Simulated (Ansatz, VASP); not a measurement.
# Cross-check of ZnCoF6 (ZnCoF6 (R-3)) between VASP and Ansatz, part 2 of 2

Aim: how closely do two programs agree when they are given the same cell, functional and k mesh? The cell is taken from a series of runs on this material, whose earlier steps may have relaxed, scaled, displaced or heated it; both programs get it as it stands.

VASP 6.6.1 and Ansatz 0.2.0.

So far: Set-up; Ansatz: relaxation of cell and atoms, PBEsol.

### 3. VASP: relaxation of cell and atoms, PBEsol

Level of this step: PBEsol, spin-polarised from a ferromagnetic start; plane waves and PAW (Zn, Co, F) (VASP).

The same cell, functional, mesh and smearing now go to VASP, with its own data sets.

Lines of VASP's logs that name or quote its potential files are left out, and so is its time.

The input, INCAR:

```
SYSTEM = ZnCoF6
PREC = Accurate
ENCUT = 600
EDIFF = 1E-07
NELM = 200
ISMEAR = -1
SIGMA = 0.01
LREAL = .FALSE.
ALGO = Normal
GGA = PS
NBANDS = 44
ISPIN = 2
MAGMOM = 0 0.7 0.04 0.04 0.04 0.04 0.04 0.04
LASPH = .TRUE.
LMAXMIX = 4
LORBIT = 11
LWAVE = .FALSE.
LCHARG = .FALSE.
ISIF = 3
IBRION = 2
NSW = 80
EDIFFG = -0.005
GGA_COMPAT = .FALSE.
NELMIN = 4
KPAR = 2
```

The input, POSCAR:

```
ZnCoF6
1.0
    2.4386330000      1.4079460000      4.3252480000
   -2.4386330000      1.4079460000      4.3252480000
    0.0000000000     -2.8158910000      4.3252480000
Zn Co F
1 1 6
Direct
    0.5000000179      0.5000000179      0.5000001954
    0.0000000000      0.0000000000      0.0000000000
    0.2295171058      0.6279403207      0.9052114424
    0.6279402188      0.9052111325      0.2295175177
    0.0947887414      0.7704828700      0.3720597509
    0.3720597399      0.0947888262      0.7704827961
    0.7704828529      0.3720596380      0.0947888714
    0.9052112173      0.2295170887      0.6279405629
```

The input, KPOINTS:

```
Automatic mesh
0
Gamma
7 7 7
0 0 0
```

The projector-augmented-wave data sets are Zn, Co and F (PBE family, release 64).

Run with:

```bash
> mpirun -np 2 vasp_std
```

Numbers of over 12 decimals in the logs are rounded to 6 here.

Output:

```text
[banner, memory and clock lines left out]
running    2 mpi-ranks, on    1 nodes
 distrk:  each k-point on    1 cores,    2 groups
 distr:  one band on    1 cores,    1 groups

 POSCAR found type information on POSCAR ZnCoF
 POSCAR found :  3 types and       8 ions
|                                                                             |
|               ----> ADVICE to this user running VASP <----                  |
|                                                                             |
|     You enforced a specific xc type in the INCAR file but a different       |
|     [... a line on the potential file left out ...]
|     I HOPE YOU KNOW WHAT YOU ARE DOING!                                     |
|                                                                             |

 LDA part: xc-table for (Slater+PW92), standard interpolation
 POSCAR, INCAR and KPOINTS ok, starting setup
 FFT: planning ... GRIDC
 FFT: planning ... GRID_SOFT
 FFT: planning ... GRID
 WAVECAR not read
 entering main loop
       N       E                     dE             d eps       ncg     rms          rms(c)
DAV:   1     0.839615907692E+03    0.83962E+03   -0.33510E+04 10620   0.191E+03
DAV:   2     0.618351164898E+02   -0.77778E+03   -0.69617E+03 11404   0.506E+02
DAV:   3    -0.427966363586E+02   -0.10463E+03   -0.10225E+03 11780   0.198E+02
DAV:   4    -0.459346514820E+02   -0.31380E+01   -0.31239E+01 12460   0.363E+01
DAV:   5    -0.459911089142E+02   -0.56457E-01   -0.56433E-01 14804   0.485E+00    0.315E+01
DAV:   6    -0.479934781261E+02   -0.20024E+01   -0.91936E+01 14048   0.930E+01    0.581E+01
DAV:   7    -0.364175380180E+02    0.11576E+02   -0.21917E+01 12384   0.127E+02    0.141E+01
DAV:   8    -0.359122516329E+02    0.50529E+00   -0.45337E+00 13068   0.370E+01    0.609E+00
DAV:   9    -0.358124220084E+02    0.99830E-01   -0.60629E-01 15532   0.167E+01    0.268E+00
DAV:  10    -0.358405764275E+02   -0.28154E-01   -0.36337E-01 12100   0.402E+00    0.217E+00
DAV:  11    -0.358768258021E+02   -0.36249E-01   -0.19951E-01 13260   0.204E+00    0.317E+00
DAV:  12    -0.358755764576E+02    0.12493E-02   -0.20386E-03 12800   0.393E-01    0.320E+00
DAV:  13    -0.358580995712E+02    0.17477E-01   -0.10812E-02 13268   0.236E+00    0.147E+00
DAV:  14    -0.358511119396E+02    0.69876E-02   -0.17298E-02 15432   0.293E+00    0.305E-01
DAV:  15    -0.358521667331E+02   -0.10548E-02   -0.51285E-03 15108   0.631E-01    0.167E-01
DAV:  16    -0.358522395514E+02   -0.72818E-04   -0.43258E-04 14216   0.576E-01    0.852E-02
DAV:  17    -0.358522483988E+02   -0.88474E-05   -0.11403E-04 11892   0.146E-01    0.329E-02
DAV:  18    -0.358522512765E+02   -0.28777E-05   -0.20584E-05 13832   0.392E-02    0.269E-02
DAV:  19    -0.358522516331E+02   -0.35659E-06   -0.39406E-06 12396   0.488E-02    0.152E-02
DAV:  20    -0.358522514951E+02    0.13797E-06   -0.19882E-06 15372   0.280E-02    0.858E-03
DAV:  21    -0.358522513735E+02    0.12167E-06   -0.43893E-07 10492   0.129E-02    0.206E-03
DAV:  22    -0.358522513653E+02    0.81263E-08   -0.11192E-07  7112   0.343E-03
   1 F= -.35852251E+02 E0= -.35851012E+02  d E =-.358523E+02  mag=     1.0000
[... from here on, the cycles between the ionic steps are left out ...]
   2 F= -.35852984E+02 E0= -.35851742E+02  d E =-.732907E-03  mag=     1.0000
  11 F= -.35854087E+02 E0= -.35852854E+02  d E =0.484091E-04  mag=     1.0000
  12 F= -.35854171E+02 E0= -.35852936E+02  d E =-.355087E-04  mag=     1.0000
  13 F= -.35854220E+02 E0= -.35852989E+02  d E =-.490042E-04  mag=     1.0000
  14 F= -.35854250E+02 E0= -.35853023E+02  d E =-.788855E-04  mag=     1.0000
  15 F= -.35854227E+02 E0= -.35853008E+02  d E =-.559433E-04  mag=     1.0000
  16 F= -.35854254E+02 E0= -.35853028E+02  d E =-.825468E-04  mag=     1.0000
  17 F= -.35854296E+02 E0= -.35853073E+02  d E =-.422764E-04  mag=     1.0000
 trial-energy change:   -0.000042  1 .order   -0.000036   -0.000046   -0.000026
 step:   1.5211(harm=  2.5029)  dis= 0.00149  next Energy=   -35.854301 (dE=-0.472E-04)
 bond charge predicted
       N       E                     dE             d eps       ncg     rms          rms(c)
DAV:   1    -0.358542885054E+02    0.76556E-05   -0.69393E-03 10560   0.504E-01    0.206E-02
DAV:   2    -0.358543049146E+02   -0.16409E-04   -0.20147E-04 11536   0.933E-02    0.116E-02
DAV:   3    -0.358543046658E+02    0.24880E-06   -0.52400E-06 11864   0.534E-02    0.112E-02
DAV:   4    -0.358543037375E+02    0.92828E-06   -0.13073E-06 12444   0.330E-02    0.500E-03
DAV:   5    -0.358543037822E+02   -0.44669E-07   -0.23588E-06 11232   0.846E-03    0.711E-03
DAV:   6    -0.358543038606E+02   -0.78413E-07   -0.20521E-07  5992   0.328E-03
  18 F= -.35854304E+02 E0= -.35853081E+02  d E =-.499652E-04  mag=     1.0000
 curvature:  -1.83 expect dE=-0.114E-04 dE for cont linesearch -0.372E-05
 trial: gam=-0.22560 g(F)=  0.352E-05 g(S)=  0.274E-05 ort = 0.158E-04 (trialstep = 0.120E+01)
 search vector abs. value=  0.535E-05
 reached required accuracy - stopping structural energy minimisation
```

OUTCAR, selected parts (step 3):

```text
ion  position               nearest neighbor table
   1  0.500  0.500  0.500-   4 2.01   8 2.01   6 2.01   3 2.01   5 2.01   7 2.01
   2  0.000  0.000  0.000-   8 1.79   3 1.79   7 1.79   5 1.79   6 1.79   4 1.79
   3  0.230  0.628  0.905-   2 1.79   1 2.01
   4  0.628  0.905  0.230-   2 1.79   1 2.01
   5  0.095  0.770  0.372-   2 1.79   1 2.01
   6  0.372  0.095  0.770-   2 1.79   1 2.01
   7  0.770  0.372  0.095-   2 1.79   1 2.01
   8  0.905  0.230  0.628-   2 1.79   1 2.01

  LATTYP: Found a trigonal (rhomboedric) cell.
 ALAT       =     5.1611058029
 COS(alpha) =     0.5534835280

 Subroutine GETGRP returns: Found  6 space group operations
 (whereof  6 operations were pure point group operations)

The static configuration has the point symmetry S_6 .

 Found     60 irreducible k-points:

   k-points           NKPTS =     60   k-points in BZ     NKDIM =     60   number of bands    NBANDS=     44

   dimension x,y,z NGX =    42 NGY =   42 NGZ =   42
   dimension x,y,z NGXF=    84 NGYF=   84 NGZF=   84

   ENCUT  =  600.0 eV  44.10 Ry    6.64 a.u.  10.31 10.31 10.31*2*pi/ulx,y,z

   NELECT =      63.0000    total number of electrons

 k-points in reciprocal lattice and weights: Automatic mesh
   0.00000000  0.00000000  0.00000000       0.003
   0.14285714 -0.00000000 -0.00000000       0.017
   0.28571429  0.00000000 -0.00000000       0.017
   0.42857143 -0.00000000 -0.00000000       0.017
   0.14285714  0.14285714 -0.00000000       0.017
   0.28571429  0.14285714 -0.00000000       0.017
  -0.28571429  0.00000000 -0.14285714       0.017
   0.42857143  0.14285714 -0.00000000       0.017
  -0.42857143  0.00000000 -0.14285714       0.017
[...]
0.42857143  0.42857143  0.42857143       0.006
  -0.42857143  0.42857143  0.42857143       0.017

 average (electrostatic) potential at core
       1 -36.7841       2 -89.6405       3 -78.5407       4 -78.5407       5 -78.5407
       6 -78.5407       7 -78.5407       8 -78.5407

 E-fermi :  -0.4206

 spin component 1
 k-point     1 :       0.0000    0.0000    0.0000
  band No.  band energies     occupation
    ...
     28      -2.1203      1.00000
     29      -2.1203      1.00000
     30      -1.4160      1.00000
     31      -0.9870      1.00000
     32      -0.9870      1.00000
     33       1.2107      0.00000
     34       1.2107      0.00000
     35       5.0241      0.00000
     36      11.0229      0.00000
     37      11.5027      0.00000
    ...

 k-point     2 :       0.1429   -0.0000   -0.0000
  band No.  band energies     occupation
    ...
     28      -2.0795      1.00000
     29      -1.9891      1.00000
     30      -1.3719      1.00000
     31      -1.0325      1.00000
     32      -0.9958      1.00000
     33       1.1375      0.00000
     34       1.1563      0.00000
     35       5.3036      0.00000
     36      10.8213      0.00000
     37      11.3163      0.00000
    ...

 k-point     3 :       0.2857    0.0000   -0.0000
  band No.  band energies     occupation
    ...
     28      -2.0134      1.00000
     29      -1.8923      1.00000
     30      -1.3115      1.00000
     31      -1.1689      1.00000
     32      -0.9998      1.00000
     33       0.9551      0.00000
     34       1.0378      0.00000
     35       5.9756      0.00000
     36      10.0796      0.00000
     37      11.5736      0.00000
    ...

 k-point     4 :       0.4286   -0.0000   -0.0000
  band No.  band energies     occupation
    ...
     28      -1.9255      1.00000
     29      -1.7968      1.00000
     30      -1.3879      1.00000
     31      -1.2891      1.00000
     32      -0.9823      1.00000
     33       0.7877      0.00000
     34       0.9476      0.00000
     35       6.6143      0.00000
     36       9.4965      0.00000
     37      11.5693      0.00000
    ...

 k-point     5 :       0.1429    0.1429   -0.0000
  band No.  band energies     occupation
    ...
     28      -2.0512      1.00000
     29      -1.9861      1.00000
     30      -1.3529      1.00000
     31      -1.0483      1.00000
     32      -0.9832      1.00000
     33       1.0475      0.00000
     34       1.2076      0.00000
     35       5.3849      0.00000
     36      10.6936      0.00000
     37      11.3911      0.00000
    ...

 k-point     6 :       0.2857    0.1429   -0.0000
  band No.  band energies     occupation
    ...
     28      -1.9530      1.00000
     29      -1.8517      1.00000
     30      -1.3046      1.00000
     31      -1.1628      1.00000
     32      -0.9565      1.00000
     33       0.8604      0.00000
     34       1.1587      0.00000
     35       5.9301      0.00000
     36      10.2318      0.00000
     37      11.3550      0.00000
    ...

  Total        0.0141629      0.0141629      0.0072458      0.0000159      0.0000000     -0.0000000
  in kB        0.2557004      0.2557005      0.1308186      0.0002875      0.0000000     -0.0000000
  external PRESSURE =       0.2140732 kB  Pullay stress =       0.0000000 kB

  energy-cutoff  :      600.00
  volume of cell :       88.74
      direct lattice vectors                 reciprocal lattice vectors
     2.423036083  1.398930985  4.363361665     0.206353431  0.119137326  0.076393689
    -2.423027313  1.398946176  4.363361665    -0.206352684  0.119138620  0.076393689
    -0.000008771 -2.797876158  4.363361663    -0.000000747 -0.238275946  0.076393716

 POSITION                                       TOTAL-FORCE (eV/Angst)
 -----------------------------------------------------------------------------------
      0.00000      0.00000      6.54504        -0.000000      0.000000      0.000000
     -0.00000      0.00000      0.00000        -0.000000      0.000000      0.000000
     -0.96087     -1.34288      7.69399        -0.000512     -0.003118      0.001476
     -0.68253      1.50358      7.69399        -0.002444      0.002002      0.001476
     -1.64340      0.16070      5.39610        -0.002956     -0.001116     -0.001476
      0.68253     -1.50358      5.39610         0.002444     -0.002002     -0.001476
      0.96087      1.34288      5.39610         0.000512      0.003118     -0.001476
      1.64340     -0.16070      7.69399         0.002956      0.001116      0.001476
 -----------------------------------------------------------------------------------
    total drift:                                0.000000      0.005342     -0.005453

  FREE ENERGIE OF THE ION-ELECTRON SYSTEM (eV)
  ---------------------------------------------------
  free  energy   TOTEN  =       -35.8543038606 eV

  energy  without entropy=      -35.8518587176  energy(sigma->0) =      -35.85308129

 reached required accuracy - stopping structural energy minimisation

 total charge
# of ion       s       p       d       tot
------------------------------------------
    1        0.341   0.371   9.910  10.622
    2        0.450   0.786   7.125   8.360
    3        1.735   4.313   0.000   6.049
    4        1.735   4.313   0.000   6.049
    5        1.735   4.313   0.000   6.049
    6        1.735   4.313   0.000   6.049
    7        1.735   4.313   0.000   6.049
    8        1.735   4.313   0.000   6.049
--------------------------------------------------
tot         11.202  27.037  17.035  55.274

 magnetization (x)
# of ion       s       p       d       tot
------------------------------------------
    1       -0.002  -0.001   0.007   0.004
    2        0.002   0.003   0.736   0.740
    3        0.000   0.036   0.000   0.037
    4        0.000   0.036   0.000   0.037
    5        0.000   0.036   0.000   0.037
    6        0.000   0.036   0.000   0.037
    7        0.000   0.036   0.000   0.037
    8        0.000   0.036   0.000   0.037
--------------------------------------------------
tot          0.002   0.219   0.743   0.964

[... 6 further parts left out ...]
```

Oxides and halides of Co are often magnetic insulators, and a metal at this level, without U or exact exchange, may be an artefact.

### 4. Differences

Known differences besides the potentials themselves: VASP starts from the moments at which Ansatz ended; the data sets hold 71 valence electrons in Ansatz (on its default PAW (the set named soft_2) files) and 63 in VASP; the cutoff is 420 eV in Ansatz and 600 eV in VASP; Ansatz makes its cores anew for this functional, VASP keeps those of its PBE data sets; Ansatz adds a Pulay correction to the stress that steers its cell, VASP none; site moments are counted in spheres of each program's own size. Total energies have different zeros and are not compared.

Compared:

```csv
quantity,Ansatz,VASP,difference
volume (Å³),89.70,88.74,+1.08 %
"edge a after relaxation, in the typed setting (Å)",5.187,5.183,+0.08 %
total moment (μB),1.00,1.00,0.00
moment on Co2 (μB),0.70,0.74,-0.04
```

### 5. Summary of results

```
difference in volume (relaxation of cell and atoms, PBEsol) : 1.1 %
```

What this shows: The difference in volume is 1.1 % (relaxation of cell and atoms, PBEsol), within the 1.2 % picked in this series as the mark of a large difference, as far as the stopping tolerances let one tell. The data sets hold unlike numbers of valence electrons (71 in Ansatz and 63 in VASP), so part of the differences comes from the potentials. Such differences can come from data sets, numerical settings and the points named under the comparisons, not from the functional's error against experiment.

[Lines on the potential files, build, host, timing and source positions are cut from VASP's logs without a mark.]

[Logs are printed without paths, hosts, clocks, repeated set-up lines and the standing remarks that a program may print on its own settings, such as how far it seeks lower states.]

[Hosts, paths, dates, database ids (printed as entryN), source tags and the programs' standing remarks are cut or masked in the printed files.]
